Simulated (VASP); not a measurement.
The cell holds one Mo (bcc) (110) slab, with vacuum along c, ions free to move until forces fall under 0.03 eV/Å, no reconstruction beyond this cell, dipole correction on.

Data:

```xyz
5
Lattice="2.7329 0.0000 0.0000 -0.9110 2.5766 0.0000 0.0000 0.0000 26.1837" Properties=species:S:1:pos:R:3 pbc="T T T"
Mo     0.9110     1.2883     8.7328
Mo     0.0000     0.0000    10.8470
Mo     0.9110     1.2883    13.0919
Mo     0.0000     0.0000    15.3367
Mo     0.9110     1.2883    17.4509
```

Calculation: r2SCAN meta-GGA, VASP's PBE PAW potentials (set 64) (plane waves; VASP 6.6.1). Run with 400 eV cut-off, 11×11×1 Γ-centred mesh, first-order Methfessel-Paxton smearing of 0.10 eV, potentials Mo_sv.

Slab and bulk use different k-meshes, so the surface energy is good to a few per cent at best.

**Question.** Predict its surface energy, work function, band gap (on the k-mesh).

**Answer.** 
| Property | Value |
|---|---|
| surface energy | 2.97 J/m^2 |
| work function | 4.50 eV |
| band gap (on the k-mesh) | none (metal, semimetal or under 0.01 eV) |

Measured: work function 4.95 eV (computed value off by -0.45 eV), as given by Richard Tran et al., Surface Science (2019), arXiv:1902.07811.

The cell is a thin slab with vacuum, built from Mo (bcc): (110) face.
